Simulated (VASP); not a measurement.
A VASP calculation is set up with these files.

**KPOINTS**
```
kpoints
0
Gamma
 10 10 5
```

### INCAR
```
SYSTEM = BN
PREC = Accurate
ENCUT = 620
EDIFF = 1E-6
NELM = 100
ALGO = Normal
LREAL = .FALSE.
LASPH = .TRUE.
ISMEAR = 0
SIGMA = 0.05
LWAVE = .FALSE.
LCHARG = .FALSE.
IBRION = 2
ISIF = 3
NSW = 40
EDIFFG = -0.02
```

POSCAR:
```
BN
1
    1.2626914989    -2.1870460442     0.0000000000
    1.2626914989     2.1870460442     0.0000000000
    0.0000000000     0.0000000000     4.1782425447
B N
2 2
Direct
  0.6666670000   0.3333330000   0.5003026567
  0.3333330000   0.6666670000   0.0003026567
  0.6666670000   0.3333330000   0.8746973433
  0.3333330000   0.6666670000   0.3746973433
```

POTCAR, in this order: B N (LDA.64 set). Program: vasp_std.

Q: Translate this LDA calculation to Quantum ESPRESSO's pw.x.

A: One equivalent input (not run):
```
&CONTROL
  calculation = 'vc-relax'
  pseudo_dir = './pseudo'
  outdir = './out'
  tprnfor = .true.
  tstress = .true.
  nstep = 40
  forc_conv_thr = 0.00078
/
&SYSTEM
  ibrav = 0
  nat = 4
  ntyp = 2
  ecutwfc = 84
  occupations = 'smearing'
  smearing = 'gaussian'
  degauss = 0.003675
  input_dft = 'pz'
/
&ELECTRONS
  conv_thr = 7.3e-08
  electron_maxstep = 100
/
&IONS
/
&CELL
/
ATOMIC_SPECIES
  B 10.810 B.upf
  N 14.007 N.upf
CELL_PARAMETERS angstrom
     1.2626915   -2.1870460    0.0000000
     1.2626915    2.1870460    0.0000000
     0.0000000    0.0000000    4.1782425
ATOMIC_POSITIONS crystal
  B    0.6666670  0.3333330  0.5003027
  B    0.3333330  0.6666670  0.0003027
  N    0.6666670  0.3333330  0.8746973
  N    0.3333330  0.6666670  0.3746973
K_POINTS automatic
  10 10 5 0 0 0
```
Limits of the translation: the potentials are each code's own (VASP's PAW set, PseudoDojo norm-conserving files in pw.x), so ENCUT and ecutwfc are chosen apart and not converted; conv_thr bounds pw.x's estimated SCF error, while EDIFF bounds the energy change between steps; forc_conv_thr acts on force components and is met together with etot_conv_thr.

The compound is BN in the wurtzite structure, a metastable high-pressure form. It was relaxed first.
